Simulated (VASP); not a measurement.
All values below come from vdW-DF2, VASP's PBE PAW potentials (set 64) (plane waves; VASP 6.6.1).

Input for VASP

INCAR:
```
LASPH = .TRUE.
IBRION = 2   ! conjugate gradients
GGA = ML
ENCUT = 520
ISMEAR = 0   ! Gaussian
NELM = 100   ! most electronic steps
ALGO = Normal   ! blocked Davidson
PREC = Accurate
AGGAC = 0.0
LMAXMIX = 4
LREAL = .FALSE.
EDIFFG = -0.01   ! ionic stop
LUSE_VDW = .TRUE.
SIGMA = 0.05   ! width (eV)
ZAB_VDW = -1.8867
LWAVE = .FALSE.
ISIF = 4   ! ions and shape, fixed volume
EDIFF = 1E-7   ! SCF stop (eV)
SYSTEM = ZrS2
NSW = 30
LCHARG = .FALSE.
```

KPOINTS:
```
Automatic mesh
0
Gamma
7 7 4
0 0 0
```

File POSCAR:
```
ZrS2
1
    1.8708657662    -3.2404345853     0.0000000000
    1.8708657662     3.2404345853     0.0000000000
    0.0000000000     0.0000000000     5.9677120626
Zr S
1 2
Direct
  0.0000000000   0.0000000000   0.0000000000
  0.3333330000   0.6666670000   0.2406077011
  0.6666670000   0.3333330000   0.7593922989
```

POTCAR, in this order: Zr_sv S (PBE.64 set). Program: vasp_std.

Q: What will the output report for the number of irreducible k-points (NKPTS), largest plane-wave count, number of space-group operations, FFT grid (NGX, NGY, NGZ)?

A: 
| Item | Result |
|---|---|
| number of irreducible k-points (NKPTS) | 28 |
| largest plane-wave count | 1968 |
| number of space-group operations | 12 |
| FFT grid (NGX, NGY, NGZ) | 28 × 28 × 48 |

The compound is ZrS2 in the 1T layered structure. This cell is one point of a volume scan, at 0.97 of the reference volume. Symmetry was kept, so distortions that lower it aren't found.
